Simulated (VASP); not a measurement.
# Tc: surface energy and work function by face, part 3 of 5

How do surface energy, work function and relaxation of Tc depend on the face?

VASP 6.6.1; PBE; plane waves and PAW (Tc).

So far. Step 3 (The bulk reference, job self-consistent run, k-mesh …): The run ends at a pressure of -0.73 GPa. Step 4 (Relaxing the slab, 8 atoms, face Tc(0001)): The run ended after 8 ionic steps, 0.307 eV below its first step, once the forces on the free atoms met EDIFFG = -0.03.

## Step 5: Vacuum level and density of states, 8 atoms, face Tc(0001)

A static run writes the electrostatic potential without exchange and correlation (LVHAR), which is flat in the vacuum and gives the level to count from. The dipole correction cancels the field that unlike faces would set up across the vacuum.

INCAR reads:

```
SYSTEM = Tc
PREC = Normal
ENCUT = 320
EDIFF = 1E-06
NELM = 120
ISMEAR = 1
SIGMA = 0.15
LREAL = .FALSE.
ALGO = Fast
GGA = PE
NBANDS = 36
LASPH = .TRUE.
LORBIT = 11
LWAVE = .FALSE.
LCHARG = .TRUE.
KPAR = 4
IDIPOL = 3
LDIPOL = .TRUE.
DIPOL = 0.5 0.5 0.5
LVHAR = .TRUE.
LVACPOTAV = .TRUE.
NEDOS = 1500
```

POSCAR reads:

```
Tc
1.0
    2.7446112931      0.0000000000      0.0000000000
    1.3723056466      2.3769031033      0.0000000000
    0.0000000000      0.0000000000     30.3533393926
Tc
8
Direct
    0.6666666700      0.6666666700      0.2495230236
    0.0000000000      0.0000000000      0.3163045537
    0.6666666700      0.6666666700      0.3930928974
    0.0000000000      0.0000000000      0.4620351030
    0.6666666700      0.6666666700      0.5379648970
    0.0000000000      0.0000000000      0.6069071026
    0.6666666700      0.6666666700      0.6836954463
    0.0000000000      0.0000000000      0.7504769764
```

KPOINTS reads:

```
Automatic mesh
0
Gamma
15 15 1
0 0 0
```

The projector-augmented-wave data sets are Tc (PBE family, release 64).

On the command line:

```console
$ mpirun -np 4 vasp_std
```

Log:

```text
[... set-up lines as in an earlier step ...]
 entering main loop
       N       E                     dE             d eps       ncg     rms          rms(c)
DAV:   1     0.208800377357E+03    0.20880E+03   -0.19371E+04  1992   0.911E+02
DAV:   2    -0.646294652466E+02   -0.27343E+03   -0.25853E+03  2380   0.220E+02
DAV:   3    -0.864592299059E+02   -0.21830E+02   -0.20731E+02  3012   0.522E+01
DAV:   4    -0.875978117651E+02   -0.11386E+01   -0.10847E+01  2860   0.116E+01
DAV:   5    -0.876617192301E+02   -0.63907E-01   -0.62448E-01  3184   0.241E+00    0.449E+01
RMM:   6    -0.980277838301E+02   -0.10366E+02   -0.61157E+01  2839   0.227E+01    0.224E+01
RMM:   7    -0.223176483782E+03   -0.12515E+03   -0.24488E+02  3619   0.564E+01    0.328E+01
RMM:   8    -0.113921361423E+03    0.10926E+03   -0.49050E+01  2721   0.209E+01    0.251E+01
RMM:   9    -0.985625256308E+02    0.15359E+02   -0.15619E+01  2928   0.973E+00    0.219E+01
RMM:  10    -0.825024260088E+02    0.16060E+02   -0.28662E+01  2886   0.117E+01    0.699E+00
RMM:  11    -0.829685801999E+02   -0.46615E+00   -0.34001E+00  2459   0.559E+00    0.677E+00
RMM:  12    -0.827493734320E+02    0.21921E+00   -0.10223E+00  3070   0.261E+00    0.630E+00
RMM:  13    -0.825603577879E+02    0.18902E+00   -0.23827E-01  3081   0.105E+00    0.591E+00
RMM:  14    -0.819490106835E+02    0.61135E+00   -0.11144E-01  2558   0.947E-01    0.440E+00
RMM:  15    -0.812706408977E+02    0.67837E+00   -0.11507E+00  3448   0.260E+00    0.133E+00
RMM:  16    -0.812633925364E+02    0.72484E-02   -0.15606E-01  3094   0.767E-01    0.987E-01
RMM:  17    -0.812617396987E+02    0.16528E-02   -0.17473E-02  2756   0.333E-01    0.896E-01
RMM:  18    -0.812495817143E+02    0.12158E-01   -0.46453E-02  2944   0.608E-01    0.541E-01
RMM:  19    -0.812642203690E+02   -0.14639E-01   -0.32592E-02  2864   0.390E-01    0.708E-01
RMM:  20    -0.812474706571E+02    0.16750E-01   -0.32968E-02  2851   0.426E-01    0.315E-01
RMM:  21    -0.812462778630E+02    0.11928E-02   -0.29694E-03  2602   0.176E-01    0.221E-01
RMM:  22    -0.812457994153E+02    0.47845E-03   -0.33584E-03  2615   0.152E-01    0.135E-01
RMM:  23    -0.812454533824E+02    0.34603E-03   -0.80370E-04  2927   0.711E-02    0.785E-02
RMM:  24    -0.812454053861E+02    0.47996E-04   -0.94994E-04  2789   0.683E-02    0.466E-02
RMM:  25    -0.812453502836E+02    0.55103E-04   -0.15833E-04  2579   0.394E-02    0.201E-02
RMM:  26    -0.812453792430E+02   -0.28959E-04   -0.14924E-04  2698   0.315E-02    0.201E-02
RMM:  27    -0.812454024356E+02   -0.23193E-04   -0.28560E-05  2486   0.167E-02    0.144E-02
RMM:  28    -0.812454107457E+02   -0.83101E-05   -0.11928E-05  2151   0.797E-03    0.131E-02
RMM:  29    -0.812454225124E+02   -0.11767E-04   -0.82794E-06  2212   0.104E-02    0.736E-03
RMM:  30    -0.812454369551E+02   -0.14443E-04   -0.15565E-05  2512   0.104E-02    0.610E-03
RMM:  31    -0.812454423878E+02   -0.54327E-05   -0.15606E-06  1433   0.522E-03    0.250E-03
RMM:  32    -0.812454500982E+02   -0.77104E-05   -0.92707E-07  1387   0.311E-03    0.207E-03
RMM:  33    -0.812454527408E+02   -0.26426E-05   -0.34339E-07  1248   0.242E-03    0.696E-04
RMM:  34    -0.812454533691E+02   -0.62827E-06   -0.98989E-08   901   0.162E-03
 -----------------------------------------------------------------------------
|                                                                             |
|           W    W    AA    RRRRR   N    N  II  N    N   GGGG   !!!           |
|           W    W   A  A   R    R  NN   N  II  NN   N  G    G  !!!           |
|           W    W  A    A  R    R  N N  N  II  N N  N  G       !!!           |
|           W WW W  AAAAAA  RRRRR   N  N N  II  N  N N  G  GGG   !            |
|           WW  WW  A    A  R   R   N   NN  II  N   NN  G    G                |
|           W    W  A    A  R    R  N    N  II  N    N   GGGG   !!!           |
|                                                                             |
|     Did not find any points to average over, which means that no vacuum     |
|     field-free region was found. Please increase the size of  your cell     |
|     in the dimension of the dipole correction to obtain accurate            |
|     workfunction values.                                                    |
|                                                                             |
 -----------------------------------------------------------------------------

   1 F= -.81245453E+02 E0= -.81246938E+02  d E =0.445443E-02
```

It took 88 s on 4 MPI ranks of AMD EPYC 7R43, shared host; peak memory 0.62 GiB.

OUTCAR, selected parts (step 5):

```text
   NELECT =      56.0000    total number of electrons

 dipolmoment           0.000000      0.000000      0.000000 electrons x Angstroem

 E-fermi :   5.7006

 k-point     1 :       0.0000    0.0000    0.0000
  band No.  band energies     occupation
    ...
     26       4.5059      2.00000
     27       4.5059      2.00000
     28       4.6698      2.00000
     29       4.6698      2.00000
     30       5.0116      2.00000
     31       5.8646     -0.06458
     32       5.8646     -0.06458
     33       6.0316     -0.00776
     34       6.2442     -0.00000
     35       6.9150     -0.00000
    ...

  Total       -2.7439241     -2.7439241      0.0182090     -0.0000000     -0.0000000      0.0000000
  in kB      -22.2015799    -22.2015798      0.1473327     -0.0000000     -0.0000000      0.0000000
  external PRESSURE =     -14.7519423 kB  Pullay stress =       0.0000000 kB

 POSITION                                       TOTAL-FORCE (eV/Angst)
 -----------------------------------------------------------------------------------
      2.74461      1.58460      7.57386         0.000000     -0.000000     -0.002698
      0.00000      0.00000      9.60090         0.000000      0.000000     -0.018734
      2.74461      1.58460     11.93168         0.000000     -0.000000     -0.022018
      0.00000      0.00000     14.02431         0.000000     -0.000000     -0.014616
      2.74461      1.58460     16.32903        -0.000000      0.000000      0.014616
      0.00000      0.00000     18.42166        -0.000000      0.000000      0.022018
      2.74461      1.58460     20.75244        -0.000000     -0.000000      0.018734
      0.00000      0.00000     22.77948         0.000000      0.000000      0.002698
 -----------------------------------------------------------------------------------
    total drift:                               -0.000002     -0.000001     -0.000000

  FREE ENERGIE OF THE ION-ELECTRON SYSTEM (eV)
  ---------------------------------------------------
  free  energy   TOTEN  =       -81.2454533691 eV

  energy  without entropy=      -81.2499078035  energy(sigma->0) =      -81.24693818

 vacuum level on the upper side and lower side of the slab        10.334        10.334

[... 8 parts as in an earlier step ...]

[... 9 further parts left out ...]
```

This step gave:

```yaml
electronic_cycles: 34
fermi_energy: 5.701 eV
dipole_moment: 0, 0, 0 e·Å
vacuum_levels: 10.33, 10.33 eV
work_functions_of_the_upper_and_lower_face: 4.633, 4.633 eV
```

The planar average of the electrostatic potential oscillates, so the rows of the table below give means over windows of 2.17 Å about each position, cut where the curve ends. Its maxima inside the range that stand out by 2 % of the span (Å: eV): 8.6: -3.36, 10.7: -0.258, 13.0: -2.46, 15.2: -0.405, 17.3: -2.46, 19.6: -0.258, 21.8: -3.36. Its minima: 7.6: -23.7, 9.6: -23.8, 11.9: -23.8, 14.0: -23.8, 16.4: -23.8, 18.4: -23.8, 20.7: -23.8, 22.8: -23.7.

Zero at the Fermi level. Planar average of the electrostatic potential against height; means over each step:

height (Å), planar average of the electrostatic potential (eV) and a bar from the least value:
```
     1.08        4.6 ##############################
     3.25        4.6 ##############################
     5.42        3.8 #############################
     7.59      -13.3 
     9.77      -13.2 
    11.93      -13.3 
    14.11      -13.2 
    16.27      -13.2 
    18.45      -13.2 
    20.62      -13.2 
    22.79      -13.2 
    24.95        3.8 #############################
    27.12        4.6 ##############################
    29.30        4.6 ##############################
```

Density of states in the PAW spheres, an atom over height of the layer and energy from the Fermi level.

Ten even steps from '0' (0.00 states/eV) to '9' (2.51 states/eV), each cell a mean:
```
32333323
22233222
44555544
65666656
96555569
65555556
44555544
34333343
34444443
23333332
45555554
45344354
55455455
46555564
24444442
01111110
00000000
00000000
00000000
00000000
00000000
00000000
```
Columns: height of the layer (Å) from 7.6 to 22.8 (not evenly spaced); rows upwards: energy from the Fermi level (eV) from -7.9 to 0.5.

Valence density in the ca plane at fractional y = 0.000, with atoms of Tc within 0.2 Å of it. It is the smooth field of the valence electrons, not physical close to the nuclei.

Ten even steps from '0' (0.0 e/Å³) to '9' (2.1 e/Å³), each cell a mean:
```
11112588521111112587421111123588410000000000
12112354311112112354311112112354210000000000
22211222111122211222111122211222100000000000
33211111111233211111111233211111100000000000
23211121111123211121111123211121100000000000
22212233211122212233211122212333200000000000
11112466421111112466421111123576310000000000
11113599521111113599521111123699510000000000
```
Columns run along c (16.0 Å, from fractional 0.39 to 0.92 of the cell), rows up along a (2.7 Å). Atoms in or near the plane, at fractional coordinates: Tc at (0.46, 0.00), Tc at (0.61, 0.00), Tc at (0.75, 0.00).

The map of layer states is cut here 0.5 eV above the Fermi level, so it leaves out the states above that.

The vacuum level lies 4.63 eV above the Fermi level at the upper face; both faces agree, as the slab has next to no dipole.

The program found no field-free point at its default tolerance, but its printed level agrees with the flat part of the planar average.

On this mesh the fine structure of the density of states is sampling noise, and high empty states may be cut by the number of bands.

(Continued in part 4 of 5.)

[Lines on the potential files, build, host, timing and source positions are cut from VASP's logs without a mark.]

[Logs are printed without paths, hosts, clocks, repeated set-up lines and the standing remarks that a program may print on its own settings, such as how far it seeks lower states.]

[Hosts, paths, dates, database ids (printed as entryN), source tags and the programs' standing remarks are cut or masked in the printed files.]

[Runs that stopped without an error message from VASP are left out.]
